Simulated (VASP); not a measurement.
Output of a VASP run:

### OUTCAR
```
 ion  position               nearest neighbor table
   1  0.000  0.334  0.667-   2 2.58   2 2.58   3 2.58   3 2.58   3 2.58   2 2.58
   2  0.666  0.666  0.000-   1 2.58   3 2.58   3 2.58   1 2.58   3 2.58   1 2.58
   3  0.334  0.000  0.333-   2 2.58   2 2.58   1 2.58   1 2.58   1 2.58   2 2.58
  LATTYP: Found a hexagonal cell.
 ALAT       =     3.1034378060
 C/A-ratio  =     1.7978164744
 Subroutine PRICEL returns:
 Original cell was already a primitive cell.
 Subroutine GETGRP returns: Found  6 space group operations
The static configuration has the point symmetry C_2 .
 The point group associated with its full space group is D_3 .
The dynamic configuration has the point symmetry C_2 .
 Subroutine INISYM returns: Found  6 space group operations
 Subroutine IBZKPT returns following result:
 Found     84 irreducible k-points:

 Following reciprocal coordinates:
            Coordinates               Weight
  0.000000  0.000000  0.000000      1.000000
  0.090909 -0.000000  0.000000      6.000000
  0.181818  0.000000  0.000000      6.000000
  0.272727  0.000000  0.000000      6.000000
  0.363636  0.000000  0.000000      6.000000
  0.454545  0.000000  0.000000      6.000000
  0.090909  0.090909  0.000000      6.000000
  0.181818  0.090909  0.000000     12.000000
  0.272727  0.090909  0.000000     12.000000
  0.363636  0.090909  0.000000     12.000000
  0.454545  0.090909  0.000000      6.000000
  0.181818  0.181818  0.000000      6.000000
  0.272727  0.181818  0.000000     12.000000
  0.363636  0.181818  0.000000     12.000000
  0.272727  0.272727  0.000000      6.000000
  0.363636  0.272727  0.000000      6.000000
  0.000000  0.000000  0.166667      2.000000
  0.090909 -0.000000  0.166667      6.000000
 -0.000000  0.090909  0.166667      6.000000
  0.181818  0.000000  0.166667      6.000000
  0.000000  0.181818  0.166667      6.000000
  0.272727  0.000000  0.166667      6.000000
  0.000000  0.272727  0.166667      6.000000
  0.363636  0.000000  0.166667      6.000000
  0.000000  0.363636  0.166667      6.000000
  0.454545  0.000000  0.166667      6.000000
  0.000000  0.454545  0.166667      6.000000
  0.090909  0.090909  0.166667     12.000000
  0.181818  0.090909  0.166667     12.000000
 -0.090909  0.272727  0.166667     12.000000
  0.272727  0.090909  0.166667     12.000000
 -0.090909  0.363636  0.166667     12.000000
  0.363636  0.090909  0.166667     12.000000
 -0.090909  0.454545  0.166667     12.000000
  0.454545  0.090909  0.166667     12.000000
  0.181818  0.181818  0.166667     12.000000
  0.272727  0.181818  0.166667     12.000000
 -0.181818  0.454545  0.166667     12.000000
  0.363636  0.181818  0.166667     12.000000
 -0.181818 -0.454545  0.166667     12.000000
   k-points           NKPTS =     84   k-points in BZ     NKDIM =     84   number of bands    NBANDS=     13
   number of dos      NEDOS =    301   number of ions     NIONS =      3
   total plane-waves  NPLWV =  24192
   dimension x,y,z NGX =    24 NGY =   24 NGZ =   42
   dimension x,y,z NGXF=    48 NGYF=   48 NGZF=   84
   ions per type =               3
   PREC   = accura    normal or accurate (medium, high low for compatibility)
   ISTART =      0    job   : 0-new  1-cont  2-samecut
   ICHARG =      2    charge: 1-file 2-atom 10-const
   ISPIN  =      1    spin polarized calculation?
   LNONCOLLINEAR =      F non collinear calculations
   LSORBIT =      F    spin-orbit coupling
   INIWAV =      1    electr: 0-lowe 1-rand  2-diag
   ENCUT  =  500.0 eV  36.75 Ry    6.06 a.u.   5.66  5.66 10.17*2*pi/ulx,y,z
   NELM   =    100;   NELMIN=  2; NELMDL= -5     # of ELM steps
   EDIFF  = 0.1E-05   stopping-criterion for ELM
   LREAL  =      F    real-space projection
   NLSPLINE    = F    spline interpolate recip. space projectors
   LMAXMIX     =    4 max onsite mixed and CHGCAR
   VOSKOWN=      0    Vosko Wilk Nusair interpolation
   EDIFFG = -.2E-01   stopping-criterion for IOM
...
```

OSZICAR:
```
...
DAV:  11    -0.750441508920E+01    0.76473E-06   -0.95240E-08  1267   0.292E-03
   1 F= 0.55665697E+01 E0= 0.55663859E+01  d E =0.556657E+01
       N       E                     dE             d eps       ncg     rms          rms(c)
DAV:   1    -0.763856878588E+01   -0.13415E+00   -0.45194E-01  2194   0.427E+00    0.423E-01
DAV:   2    -0.763440137132E+01    0.41674E-02   -0.11119E-02  2279   0.774E-01    0.237E-01
DAV:   3    -0.763227023270E+01    0.21311E-02   -0.52671E-03  2304   0.462E-01    0.618E-02
DAV:   4    -0.763228385621E+01   -0.13624E-04   -0.10433E-04  2349   0.780E-02    0.379E-02
DAV:   5    -0.763229132717E+01   -0.74710E-05   -0.38417E-06  2439   0.182E-02    0.211E-03
DAV:   6    -0.763229147507E+01   -0.14791E-06   -0.10790E-07  1232   0.250E-03
   2 F= 0.55600916E+01 E0= 0.55599399E+01  d E =-.647815E-02
       N       E                     dE             d eps       ncg     rms          rms(c)
DAV:   1    -0.769789787888E+01   -0.65607E-01   -0.12657E-01  2194   0.226E+00    0.221E-01
DAV:   2    -0.769678009982E+01    0.11178E-02   -0.30818E-03  2269   0.406E-01    0.123E-01
DAV:   3    -0.769620598725E+01    0.57411E-03   -0.14054E-03  2314   0.239E-01    0.318E-02
DAV:   4    -0.769621037153E+01   -0.43843E-05   -0.27415E-05  2359   0.400E-02    0.195E-02
DAV:   5    -0.769621276829E+01   -0.23968E-05   -0.10473E-06  1447   0.975E-03    0.946E-04
DAV:   6    -0.769621285465E+01   -0.86361E-07   -0.66942E-08  1187   0.219E-03
   3 F= 0.55601112E+01 E0= 0.55599866E+01  d E =-.645848E-02
       N       E                     dE             d eps       ncg     rms          rms(c)
DAV:   1    -0.766631198786E+01    0.29901E-01   -0.28940E-02  2194   0.108E+00    0.106E-01
DAV:   2    -0.766605788748E+01    0.25410E-03   -0.70975E-04  2269   0.195E-01    0.589E-02
DAV:   3    -0.766593180955E+01    0.12608E-03   -0.31308E-04  2314   0.113E-01    0.151E-02
DAV:   4    -0.766593241391E+01   -0.60436E-06   -0.61119E-06  2369   0.189E-02
   4 F= 0.55598258E+01 E0= 0.55596632E+01  d E =-.674394E-02
       N       E                     dE             d eps       ncg     rms          rms(c)
DAV:   1    -0.750804580864E+01    0.15789E+00   -0.39439E-01  2234   0.419E+00    0.687E-01
DAV:   2    -0.750615212220E+01    0.18937E-02   -0.10706E-02  2349   0.760E-01    0.282E-01
DAV:   3    -0.750489067777E+01    0.12614E-02   -0.17306E-03  2339   0.280E-01    0.769E-02
DAV:   4    -0.750485159986E+01    0.39078E-04   -0.14788E-04  2427   0.864E-02    0.329E-02
DAV:   5    -0.750485441736E+01   -0.28175E-05   -0.80687E-06  2304   0.229E-02    0.352E-03
DAV:   6    -0.750485443399E+01   -0.16630E-07   -0.23045E-07  1162   0.329E-03
   5 F= 0.55624143E+01 E0= 0.55623558E+01  d E =0.258849E-02
       N       E                     dE             d eps       ncg     rms          rms(c)
DAV:   1    -0.761028042569E+01   -0.10543E+00   -0.15573E-01  2239   0.261E+00    0.427E-01
DAV:   2    -0.760946870902E+01    0.81172E-03   -0.42711E-03  2349   0.480E-01    0.175E-01
DAV:   3    -0.760892448301E+01    0.54423E-03   -0.71297E-04  2349   0.179E-01    0.487E-02
DAV:   4    -0.760890249670E+01    0.21986E-04   -0.61409E-05  2427   0.554E-02    0.212E-02
DAV:   5    -0.760890496154E+01   -0.24648E-05   -0.34358E-06  2225   0.149E-02    0.224E-03
DAV:   6    -0.760890491877E+01    0.42767E-07   -0.10310E-07  1167   0.220E-03
   6 F= 0.55585947E+01 E0= 0.55584680E+01  d E =-.123109E-02
```

### OUTCAR
```
------------------------ aborting loop because EDIFF is reached ----------------------------------------
  FORCE on cell =-STRESS in cart. coord.  units (eV):
  Direction    XX          YY          ZZ          XY          YZ          ZX
  --------------------------------------------------------------------------------------
  Total       13.2178425     13.2175525     13.1812926      0.0000000      0.0000000      0.0000000
  in kB      451.7204720    451.7105598    450.4713769      0.0000000      0.0000000      0.0000000
  external PRESSURE =       1.3008029 kB  Pullay stress =     450.0000000 kB
  volume of cell :       46.88
      direct lattice vectors                 reciprocal lattice vectors
     1.568725774 -2.717082932 -0.000000000     0.318730022 -0.184020883 -0.000000000
     1.568725774  2.717082932  0.000000000     0.318730022  0.184020883 -0.000000000
     0.000000000 -0.000000000  5.499477894     0.000000000 -0.000000000  0.181835443
 POSITION                                       TOTAL-FORCE (eV/Angst)
 -----------------------------------------------------------------------------------
      0.52339      0.90652      3.66632        -0.001469     -0.002545     -0.000000
      2.09068     -0.00000     -0.00000         0.002938     -0.000000     -0.000000
      0.52339     -0.90652      1.83316        -0.001469      0.002545      0.000000
 -----------------------------------------------------------------------------------
    total drift:                               -0.000167     -0.000358      0.000011
  FREE ENERGIE OF THE ION-ELECTRON SYSTEM (eV)
  ---------------------------------------------------
  free  energy   TOTEN  =        -7.6089049188 eV

  energy  without entropy=       -7.6092850377  energy(sigma->0) =       -7.60903163
  enthalpy is  TOTEN    =         5.5585946905 eV   P V=       13.1674996093

 reached required accuracy - stopping structural energy minimisation
```
(Selected blocks of OUTCAR.)

File POSCAR:
```
Se
1
    1.5517256130    -2.6876521050    -0.0000000000
    1.5517256130     2.6876521050     0.0000000000
   -0.0000000000     0.0000000000     5.5794116149
Se
3
Direct
  0.0000000088   0.3337372438   0.6666670000
  0.6662627474   0.6662627474   1.0000000000
  0.3337372438   0.0000000088   0.3333330000
```

Q: Write an INCAR and KPOINTS that could have produced this output.

A: One answer among several that fit: the input of the run itself, PBE GGA, plane waves, VASP's PBE PAW potentials (set 64).

**KPOINTS**
```
Automatic mesh
0
Gamma
11 11 6
0 0 0
```

INCAR:
```
ALGO = Normal
EDIFF = 1E-6
EDIFFG = -0.02
ENCUT = 500
GGA = PE
IBRION = 2
ISIF = 3
ISMEAR = 1
LASPH = .TRUE.
LCHARG = .FALSE.
LMAXMIX = 4
LREAL = .FALSE.
LWAVE = .FALSE.
NELM = 100
NSW = 40
PREC = Accurate
PSTRESS = 450
SIGMA = 0.1
SYSTEM = Se
```

POTCAR, in this order: Se (PBE.64 set). Program: vasp_std.

Without a dispersion term in the relaxation, distances and binding between the weakly bound layers, chains or molecules are unreliable, and so is what depends on them.

The compound is Se in the trig structure. This run relaxes it under an external pressure of 45 GPa. Symmetry was kept, so distortions that lower it aren't found.
